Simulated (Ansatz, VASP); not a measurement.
## TiSi2: VASP beside Ansatz

Aim: how closely do two programs agree when they are given the same cell, functional and k mesh? The cell is taken from a series of runs on this material, whose earlier steps may have relaxed, scaled, displaced or heated it; both programs get it as it stands.

Calculated with Ansatz 0.2.0; plane waves, with VASP 6.6.1 beside it; zone-centre phonons at PBEsol.

## (1) Set-up

Symmetry: Cmcm, No. 63, orthorhombic system. The conventional cell has a = 3.457 Å, b = 12.957 Å, c = 3.502 Å, α = 90.00°, β = 90.00°, γ = 90.00°. Si has 2 Si at 2.37 Å and 6 Ti at 2.51 to 2.73 Å nearest. Nearest to Si lie 4 Si at 2.46 Å and 4 Ti at 2.59 to 2.60 Å. Nearest to Ti lie 10 Si at 2.51 to 2.73 Å. Farther neighbours are not listed.

As a file:

```cif
data_structure
_symmetry_space_group_name_H-M 'P 1'
_symmetry_Int_Tables_number 1
_cell_length_a 6.7050
_cell_length_b 6.7050
_cell_length_c 3.5024
_cell_angle_alpha 90.000
_cell_angle_beta 90.000
_cell_angle_gamma 150.126
_cell_volume 78.43
loop_
_atom_site_label
_atom_site_type_symbol
_atom_site_fract_x
_atom_site_fract_y
_atom_site_fract_z
_atom_site_occupancy
Si1 Si 0.56162 0.43838 0.75000 1
Si2 Si 0.43838 0.56162 0.25000 1
Si3 Si 0.24945 0.75055 0.75000 1
Si4 Si 0.75055 0.24945 0.25000 1
Ti5 Ti 0.89873 0.10127 0.75000 1
Ti6 Ti 0.10127 0.89873 0.25000 1
```

## (2) Ansatz: zone-centre phonons, PBEsol

Ansatz runs on its PAW soft_1 files.

Second derivatives magnify differences that forces hide, and they need a tight electronic threshold.

input.yaml

```yaml
crystal:
  lattice:
    - [1.7282556139, -6.4784298321, 0.0]
    - [1.7282556139, 6.4784298321, 0.0]
    - [0.0, 0.0, 3.5023905711]
  atoms:
    - { symbol: Si, position: [0.5616174367, 0.4383825633, 0.75] }
    - { symbol: Si, position: [0.4383825633, 0.5616174367, 0.25] }
    - { symbol: Si, position: [0.2494457787, 0.7505542213, 0.75] }
    - { symbol: Si, position: [0.7505542213, 0.2494457787, 0.25] }
    - { symbol: Ti, position: [0.8987270448, 0.1012729552, 0.75] }
    - { symbol: Ti, position: [0.1012729552, 0.8987270448, 0.25] }
kpoints:
  mp_grid: { grid: [12, 12, 12] }
hamiltonian:
  xc: pbesol
  pseudopotentials: { kind: paw, azcp: { folder: soft_1 }, xc_functional: pbe }
scf:
  occupations: { method: methfessel_paxton, width: 0.2 }
output:
  eigenvalues: true
phonons:
  method: dfpt
```

Launch:

```bash
$ ansatz run input.yaml --threads 8 --pin off --max-ram 16384MiB --backend cpu --events-out ev --progress --plain --runs-dir out
```

Numbers of over 12 decimals in the logs are rounded to 6 here.

The program printed:

```text
zone centre: on kpoints.mp_grid the ground state, and the responses unless they are solved on pairs of k-points, stand on 301 of the mesh's 1728 k-points, reduced under 4 symmetry operations, with k and −k counted as one. Each operation leaves every solved displacement unchanged or reverses it
Engine: ansatz 0.2.0, aarch64-unknown-linux-gnu
Pseudopotentials: kind: paw
Pseudopotential: Si, paw, valence charge 4, recommended cutoff 420 eV (normal), soft_1/Si.paw.azcp
Pseudopotential: Ti, paw, valence charge 12, recommended cutoff 420 eV (normal), soft_1/Ti.paw.azcp
Functional definition: PBEsol
  exchange = pbesol_x
  correlation = pbesol_c
Crystal: 6 atoms, lattice volume = 78.428 Å³
Basis set: ecut = 420 eV, 1507 PW (Γ), exchange–correlation on 90×90×48 points (8 copies of the dense FFT grid, shifted against one another)
Bands: 26, of which v1, the nominal top of the filled ones, is band 20 counted from 1 (19 counted from 0)
Symmetry: 8 space group operations
k-points: 301 of 1728 (irreducible under 4 space group operations, time reversal used)
Non-local potential: Si, projectors of the file, l = 0: 2, l = 1: 2, l = 2: 1
Non-local potential: Ti, projectors of the file, l = 0: 3, l = 1: 2, l = 2: 3, l = 3: 1
PAW form: soft (Blöchl's): semilocal exchange-correlation on the pseudo side does not see the compensation charge
PAW frozen core: Si, regenerated for the run's functional, and the local potential with it (the file was generated under x = pbe(κ = 0.804, μ = 0.219515), c = pbe(β = 0.066725))
PAW frozen core: Ti, regenerated for the run's functional, and the local potential with it (the file was generated under x = pbe(κ = 0.804, μ = 0.219515), c = pbe(β = 0.066725))
PAW one-centre angular grid: Si, 110 points (default); XC on 64 Gauss nodes
PAW one-centre angular grid: Ti, 590 points (default); XC on 64 Gauss nodes
Initial density: superposition of atomic densities (chi_scale 0.1, normalization cell, long waves kept (reshape's long-wave potential 0.03 eV rms))
Initial wavefunctions: pseudopotential atomic-orbital guess
Functional: x = pbesol(κ = 0.804, μ = 0.123457), c = pbesol(β = 0.046)
SCF iter   1: F=—  HF=-7438.440612 eV  |F-HF|=—  |Δ(HF+E_count)|=         —  Δρ=4.03e-2  dr2=3.13e0  ethr=3.10e-3  ⟨swp⟩=6.1  Hψ=35909  notcnv=0
preconditioner: auto → Kerker (q_TF=auto, 2.439 Å⁻¹)  [metal: Δε(μ)=0.005 eV  Ē_g=6.726 eV  σ=0.200 eV  W_gap=0.02  n_scr=18 (ndim 8)  ℏωp=20.5 eV  f_vac=0.000  D(μ)=1.55/eV (n_scr^D=8)]
SCF iter   2: F=—  HF=-7437.974962 eV  |F-HF|=—  |Δ(HF+E_count)|=   4.66e-1  S|Δr|=    0.00e0  Δρ=2.51e-2  dr2=1.22e0  ethr=3.10e-3  ⟨swp⟩=1.8  Hψ=10736  notcnv=0  defer=107
SCF iter   3: F=—  HF=-7437.669316 eV  |F-HF|=—  |Δ(HF+E_count)|=   3.06e-1  S|Δr|=    0.00e0  Δρ=2.73e-3  dr2=1.19e-2  ethr=3.05e-3  ⟨swp⟩=2.1  Hψ=12079  notcnv=0  defer=110
SCF iter   4: F=—  HF=-7437.666724 eV  |F-HF|=—  |Δ(HF+E_count)|=   2.59e-3  S|Δr|=    0.00e0  Δρ=1.11e-3  dr2=1.21e-3  ethr=2.97e-5  ⟨swp⟩=2.4  Hψ=12791  notcnv=0  defer=168
SCF iter   5: F=—  HF=-7437.666488 eV  |F-HF|=—  |Δ(HF+E_count)|=   2.36e-4  S|Δr|=    0.00e0  Δρ=2.60e-4  dr2=8.62e-5  ethr=3.02e-6  ⟨swp⟩=2.1  Hψ=10112  notcnv=0  defer=168
SCF iter   6: F=—  HF=-7437.666470 eV  |F-HF|=—  |Δ(HF+E_count)|=   1.77e-5  S|Δr|=    0.00e0  Δρ=4.47e-5  dr2=1.23e-6  ethr=2.16e-7  ⟨swp⟩=2.4  Hψ=11098  notcnv=0  defer=168
SCF iter   7: F=—  HF=-7437.666467 eV  |F-HF|=—  |Δ(HF+E_count)|=   3.22e-6  S|Δr|=    0.00e0  Δρ=1.04e-5  dr2=5.01e-8  ethr=3.08e-9  ⟨swp⟩=2.0  Hψ=13165  notcnv=0  defer=202
SCF iter   8: F=—  HF=-7437.666467 eV  |F-HF|=—  |Δ(HF+E_count)|=   1.99e-8  S|Δr|=    0.00e0  Δρ=1.63e-6  dr2=1.61e-9  ethr=1.25e-10  ⟨swp⟩=2.0  Hψ=12898  notcnv=0  defer=202
SCF iter   9: F=—  HF=-7437.666467 eV  |F-HF|=—  |Δ(HF+E_count)|=  3.98e-10  S|Δr|=    0.00e0  Δρ=3.36e-7  dr2=1.49e-10  ethr=4.03e-12  ⟨swp⟩=2.0  Hψ=12726  notcnv=0  defer=202
SCF iter  10: F=-7437.666467 eV  HF=-7437.666467 eV  |F-HF|=1.82e-12  |Δ(HF+E_count)|=  2.00e-11  S|Δr|=    0.00e0  Δρ=5.50e-8  dr2=2.39e-12  ethr=1.00e-12  ⟨swp⟩=7.4  Hψ=37651  notcnv=0
SCF 1 converged in 10 iterations: F = -7437.666467 eV  dr2 = 2.39e-12
  greatest PAW one-centre occupation: 0.998 electrons in one spin orbital (limit 2), on the Ti atom at site 5 (counted from 0), in its partial waves of l = 0
DFPT response loops at Γ: preconditioner auto → Kerker (q_TF=auto, 2.439 Å⁻¹) (partly filled bands, converged f_vac=0.000); β = 1.00, the filter's whole step (`scf.mixing.beta` (0.50) is not read by the response loops under this deck's `scf.mixing.preconditioner`; to damp them name `kerker` or `kerker_dos`, under which they read `scf.mixing.beta`, and type it under 1.00, their step now; both keys bind the ground state too); Broyden in place of MSR1
SCF converged after 10 iterations
Stability not checked: this state was not tested for a lower state beside it, because cold or Methfessel-Paxton smearing, or corrected tetrahedra, fill the levels in a way that the test cannot read (fill_not_monotonic; see scf.lower_state_search)
Free energy (F): -7437.666467 eV
Harris-Foulkes:  -7437.666467 eV  (|F-HF|=1.82e-12)
Internal energy: -7437.666420 eV  (E = F + TS)
E sigma→0 (E₀):  -7437.666455 eV
Entropy (-TS):   -0.000047 eV (-0.008 meV/atom)
Fermi energy:    14.109757 eV
Step filling:    the computed levels leave a gap of 0.0009 eV = 0.0 smearing widths at the electron count; against every level under it full and every level over it empty, smearing changes F+E_penalty+E_count by -0.141 meV and its σ→0 estimate by -0.129 meV
--- Per-component energies (eV) ---
  E_band       = -176.639867
  E_kinetic    = 747.606629
  E_local      = -2096.053917  (includes V_loc(G=0)·N_el)
  E_nonlocal   = 217.745259
  E_hartree    = 903.286538
  E_xc         = -466.054224
  E_vxc        = -496.857568  (∫ρ·V_xc dr)
  E_paw        = -4027.200912  (= ΣΔE_a)
  E_vpaw       = -355.653282  (= ΣTr[D̂ρ^β])
  E_aug_tail   = -0.000026  (compensation charges beyond the density's cutoff)
  E_ewald      = -2717.400780
  E_core_change = 0.405012  (= ΣΔE_core)
  E_smearing   = -0.000047  (= −TS)
  E_closure    = 0.000000  (closes the sum)
  Σ components = -7437.666467   (vs F -7437.666467, Δ=0.00e0)
--- Band table (eV; the first three rows and the last of 301) ---
  k-point 0: bands = [... 16 lower, 11.8385, 12.0207, 12.1425, 14.5031, 14.9509, 15.0129, 15.1394, 15.4176, ... 2 higher]
  k-point 1: bands = [... 16 lower, 11.8753, 11.9996, 12.3600, 14.3308, 14.6701, 14.8870, 15.4786, 15.6647, ... 2 higher]
  k-point 2: bands = [... 16 lower, 11.9768, 12.1205, 12.8820, 13.9788, 14.4010, 14.6628, 15.8718, 15.9368, ... 2 higher]
  k-point 300: bands = [... 16 lower, 11.8094, 11.8094, 13.1364, 13.1364, 14.8417, 14.8417, 15.8837, 15.8837, ... 2 higher]
--- Phonons (Γ-DFPT): 9 representative perturbations + reference, on 301 of 1728 k-points (Σ response iterations 27) ---
  k mesh reduced under 4 symmetry operations, with k and −k counted as one. Each operation leaves every solved displacement unchanged or reverses it
  ASR residual: 2.292e-5 → 0.000e0 eV/Å²; symmetrization residual: 3.009e-6 eV/Å²
  ASR residual per site (eV/Å²): 3.94e-6 3.94e-6 2.29e-5 2.29e-5 1.58e-5 1.58e-5
  Γ frequencies (cm⁻¹): 0.00 0.00 0.00 220.02 220.12 222.32 250.81 256.71 296.23 345.79 376.02 384.50 388.63 400.39 404.67 414.97 440.74 499.49
  non-analytic LO–TO correction: not included (Born effective charges unavailable; polar crystals: no LO–TO splitting at Γ)
```

Reading the cycles: dr2 is the Hartree energy of the density residual (eV), the measure of convergence; HF is the Harris–Foulkes estimate of the energy, which meets the free energy F at convergence.

(Continued in part 2 of 3.)

[Lines on the potential files, build, host, timing and source positions are cut from VASP's logs without a mark.]

[Logs are printed without paths, hosts, clocks, repeated set-up lines and the standing remarks that a program may print on its own settings, such as how far it seeks lower states.]

[Hosts, paths, dates, database ids (printed as entryN), source tags and the programs' standing remarks are cut or masked in the printed files.]
